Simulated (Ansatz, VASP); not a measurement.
# H3C2 in two plane-wave programs, part 2 of 2

Wanted: the spread between two codes on one cell, functional and k mesh. The cell is taken from a series of runs on this material, whose earlier steps may have relaxed, scaled, displaced or heated it; both programs get it as it stands.

VASP 6.6.1 and Ansatz 0.2.0.

So far: The structure; VASP: dielectric response, PBE.

## (3) Ansatz: dielectric response, PBE

Level of this step: Ansatz beside VASP: Kohn-Sham DFT, plane waves, PBE (Ansatz).

Ansatz runs on its default PAW (the set named soft_2) files.

The same cell, functional and mesh now go to Ansatz, which takes its cutoff from its data sets.

The input, input.yaml:

```yaml
crystal:
  lattice:
    - [3.579445, -3.227645, 0.0]
    - [3.579445, 3.227645, 0.0]
    - [-0.7818911305, 0.0, 4.0025240002]
  atoms:
    - { symbol: C, position: [0.7268, 0.7268, 0.719] }
    - { symbol: C, position: [0.2732, 0.2732, 0.281] }
    - { symbol: C, position: [0.9213, 0.9213, 0.9161] }
    - { symbol: C, position: [0.0787, 0.0787, 0.0839] }
    - { symbol: H, position: [0.4854, 0.217, 0.2281] }
    - { symbol: H, position: [0.783, 0.5146, 0.7719] }
    - { symbol: H, position: [0.5146, 0.783, 0.7719] }
    - { symbol: H, position: [0.217, 0.4854, 0.2281] }
    - { symbol: H, position: [0.73, 0.73, 0.4525] }
    - { symbol: H, position: [0.27, 0.27, 0.5475] }
kpoints:
  mp_grid: { grid: [5, 5, 6] }
scf:
  occupations: { method: fixed }
hamiltonian:
  xc: pbe
  pseudopotentials: { kind: paw }
dielectric: {}
```

On the command line:

```sh
> ansatz run input.yaml --threads 4 --pin off --max-ram 8192MiB --backend cpu --events-out ev --progress --plain --runs-dir out
```

Numbers of over 12 decimals in the logs are rounded to 6 here.

What it wrote:

```text
Engine: ansatz 0.2.0, x86_64-unknown-linux-gnu
Pseudopotentials: kind: paw
Pseudopotential: C, paw, valence charge 4, recommended cutoff 420 eV (normal), C.paw.azcp
Pseudopotential: H, paw, valence charge 1, recommended cutoff 420 eV (normal), H.paw.azcp
Functional definition: PBE
  parameter kappa = 0.804
  parameter beta = 0.066725
  exchange = pbe_x(kappa = kappa, mu = beta*pi^2/3)
  correlation = pbe_c(beta = beta)
Crystal: 10 atoms, lattice volume = 92.484 Å³
Basis set: ecut = 420 eV, 1795 PW (Γ), exchange–correlation on 72×72×60 points (8 copies of the dense FFT grid, shifted against one another)
Bands: 21, of which v1, the nominal top of the filled ones, is band 11 counted from 1 (10 counted from 0)
Symmetry: 4 space group operations
k-points: 76 of 150 (irreducible under 1 space group operation, time reversal used)
Non-local potential: C, projectors of the file, l = 0: 2, l = 1: 2, l = 2: 1
Non-local potential: H, projectors of the file, l = 0: 2, l = 1: 1
PAW form: soft (Blöchl's): semilocal exchange-correlation on the pseudo side does not see the compensation charge
PAW one-centre angular grid: C, 110 points (default); XC on 64 Gauss nodes
PAW one-centre angular grid: H, 110 points (default); XC on 64 Gauss nodes
Initial density: superposition of atomic densities (neutral atoms: chi_scale 0, normalization atom), corrected by the library's trained network
Initial wavefunctions: pseudopotential atomic-orbital guess
Functional: x = pbe(κ = 0.804, μ = 0.219515), c = pbe(β = 0.066725)
SCF iter   1: F=—  HF=-1098.450033 eV  |F-HF|=—  |Δ(HF+E_count)|=         —  Δρ=6.32e-3  dr2=8.64e-2  ethr=1.77e-3  ⟨swp⟩=4.8  Hψ=6680  notcnv=0  defer=535
preconditioner: auto → none  [insulator: Δε(μ)=5.205 eV  Ē_g=15.037 eV  n_scr=16 (ndim 8)  ℏωp=18.1 eV  f_vac=0.040  ε∞_Penn≈2.5]
SCF iter   2: F=—  HF=-1098.428500 eV  |F-HF|=—  |Δ(HF+E_count)|=   2.15e-2  Δρ=4.16e-3  dr2=1.15e-2  ethr=3.93e-4  ⟨swp⟩=2.0  Hψ=2523  notcnv=0  defer=601
SCF iter   3: F=—  HF=-1098.428445 eV  |F-HF|=—  |Δ(HF+E_count)|=   5.45e-5  Δρ=1.50e-3  dr2=1.43e-3  ethr=5.24e-5  ⟨swp⟩=2.0  Hψ=2087  notcnv=0  defer=608
SCF iter   4: F=—  HF=-1098.429593 eV  |F-HF|=—  |Δ(HF+E_count)|=   1.15e-3  Δρ=4.37e-4  dr2=1.40e-4  ethr=6.51e-6  ⟨swp⟩=2.8  Hψ=2268  notcnv=0  defer=608
SCF iter   5: F=—  HF=-1098.429665 eV  |F-HF|=—  |Δ(HF+E_count)|=   7.14e-5  Δρ=1.06e-4  dr2=4.52e-6  ethr=6.34e-7  ⟨swp⟩=2.0  Hψ=2049  notcnv=0  defer=585
SCF iter   6: F=—  HF=-1098.429673 eV  |F-HF|=—  |Δ(HF+E_count)|=   7.87e-6  Δρ=1.76e-5  dr2=1.46e-7  ethr=2.05e-8  ⟨swp⟩=2.0  Hψ=2146  notcnv=0  defer=269
SCF iter   7: F=—  HF=-1098.429673 eV  |F-HF|=—  |Δ(HF+E_count)|=   4.61e-8  Δρ=2.48e-6  dr2=3.14e-9  ethr=6.64e-10  ⟨swp⟩=2.1  Hψ=1990  notcnv=0  defer=269
SCF iter   8: F=-1098.429673 eV  HF=-1098.429673 eV  |F-HF|=1.02e-11  |Δ(HF+E_count)|=   2.69e-9  Δρ=3.18e-7  dr2=7.02e-11  ethr=1.00e-12  ⟨swp⟩=8.0  Hψ=8602  notcnv=0
SCF 1 converged in 8 iterations: F = -1098.429673 eV  dr2 = 7.02e-11
  greatest PAW one-centre occupation: 0.694 electrons in one spin orbital (limit 2), on the C atom at site 3 (counted from 0), in its partial waves of l = 0
NSCF: frozen V_eff on 9 k-points
DFPT response loops at Γ: preconditioner auto → none (the input reference at scf.mixing.eps_inf says where Resta's filter doesn't serve); β = 0.50; Broyden in place of MSR1
SCF converged after 8 iterations
Free energy (F): -1098.429673 eV
Harris-Foulkes:  -1098.429673 eV  (|F-HF|=1.02e-11)
Internal energy: -1098.429673 eV  (E = F + TS)
E sigma→0 (E₀):  -1098.429673 eV
Fermi energy:    -0.630466 eV
--- Per-component energies (eV) ---
  E_band       = -148.478298
  E_kinetic    = 446.185490
  E_local      = -978.901524  (includes V_loc(G=0)·N_el)
  E_nonlocal   = 121.023034
  E_hartree    = 300.670180
  E_xc         = -245.218704
  E_vxc        = -305.934296  (∫ρ·V_xc dr)
  E_paw        = -401.406518  (= ΣΔE_a)
  E_vpaw       = -32.183041  (= ΣTr[D̂ρ^β])
  E_aug_tail   = -0.008331  (compensation charges beyond the density's cutoff)
  E_ewald      = -340.773300
  E_smearing   = -0.000000  (= −TS)
  E_closure    = 0.000000  (closes the sum)
  Σ components = -1098.429673   (vs F -1098.429673, Δ=0.00e0)
--- Band table (eV; the first three rows and the last of 76) ---
  k-point 0: bands = [... 7 lower, -4.7805, -4.7485, -1.8412, -1.4291, 4.3504, 5.3486, 6.2536, 7.7776, ... 6 higher]
  k-point 1: bands = [... 7 lower, -4.9871, -4.8104, -1.7685, -1.2847, 4.7178, 5.5551, 5.9437, 8.0781, ... 6 higher]
  k-point 2: bands = [... 7 lower, -5.2411, -4.8976, -1.6144, -1.1155, 5.3447, 5.3964, 6.2888, 7.9003, ... 6 higher]
  k-point 75: bands = [... 7 lower, -4.9741, -4.6109, -1.2299, -0.8630, 5.3408, 5.6904, 6.4853, 7.0159, ... 6 higher]
--- Dielectric response (ions clamped): 3 representative field directions + reference, on 76 of 150 k-points (Σ response iterations 25) ---
  k mesh reduced under 1 symmetry operation, with k and −k counted as one. Each operation leaves every solved perturbation unchanged. A smaller set is not considered because the run solves the response to a homogeneous field
  ε∞ (high-frequency dielectric tensor):
        2.733151     0.000000     0.369014
        0.000000     2.158082     0.000000
        0.369014     0.000000     2.390785
  Born effective charges Z* (e; rows j = field, columns β = displacement):
    site 0:
        -0.00870   -0.00000   -0.00313
         0.00000    0.02972    0.00000
         0.00337    0.00000    0.06420
    site 1:
        -0.00870   -0.00000   -0.00313
         0.00000    0.02972    0.00000
         0.00337    0.00000    0.06420
    site 2:
        -0.03358    0.00000    0.20066
         0.00000   -0.32629   -0.00000
         0.16450   -0.00000   -0.14332
    site 3:
        -0.03358    0.00000    0.20066
         0.00000   -0.32629   -0.00000
         0.16450   -0.00000   -0.14332
    site 4:
        -0.00685    0.02736   -0.04612
         0.02035    0.08481   -0.01539
        -0.06487   -0.01166    0.08155
    site 5:
        -0.00685   -0.02736   -0.04612
        -0.02035    0.08481    0.01539
        -0.06487    0.01166    0.08155
    site 6:
        -0.00685    0.02736   -0.04612
         0.02035    0.08481   -0.01539
        -0.06487   -0.01166    0.08155
    site 7:
        -0.00685   -0.02736   -0.04612
        -0.02035    0.08481    0.01539
        -0.06487    0.01166    0.08155
    site 8:
         0.05598   -0.00000   -0.10530
        -0.00000    0.12694   -0.00000
        -0.03814   -0.00000   -0.08398
    site 9:
         0.05598   -0.00000   -0.10530
        -0.00000    0.12694   -0.00000
        -0.03814   -0.00000   -0.08398
  Z* charge neutrality: 6.045e-5 e pre-enforcement
  k-mesh period / interband length: 24.1 Å / 1.14 Å = 21.18 at k = (0.4000, 0.0000, 0.0000), direct gap 5.716 eV — 14 or more, which is no proof of convergence
```

In the SCF lines HF is the Harris–Foulkes energy and dr2 the Hartree energy of the density residual, in eV; the loop may stop once dr2 is under the threshold and the program's other checks hold. Hψ counts applications of the Hamiltonian.

## (4) Comparison

Known differences besides the potentials themselves: fixed occupations in Ansatz, narrow Gaussian smearing in VASP; the cutoff is 420 eV in Ansatz and 520 eV in VASP. Total energies have different zeros and are not compared.

Compared:

```tsv
quantity	Ansatz	VASP	difference
ε∞ xx	2.73	2.73	-0.02 %
ε∞ yy	2.16	2.16	-0.02 %
ε∞ zz	2.39	2.39	-0.02 %
```

## (5) What came out

```
difference in ε∞ zz (dielectric response, PBE) : -0.022 %
```

**Reading.** The difference in ε∞ zz is -0.022 % (dielectric response, PBE), within the 5 % picked in this series as the mark of a large difference. Such differences can come from data sets, numerical settings and the points named under the comparisons, not from the functional's error against experiment.

[Lines on the potential files, build, host, timing and source positions are cut from VASP's logs without a mark.]

[Logs are printed without paths, hosts, clocks, repeated set-up lines and the standing remarks that a program may print on its own settings, such as how far it seeks lower states.]

[Hosts, paths, dates, database ids (printed as entryN), source tags and the programs' standing remarks are cut or masked in the printed files.]
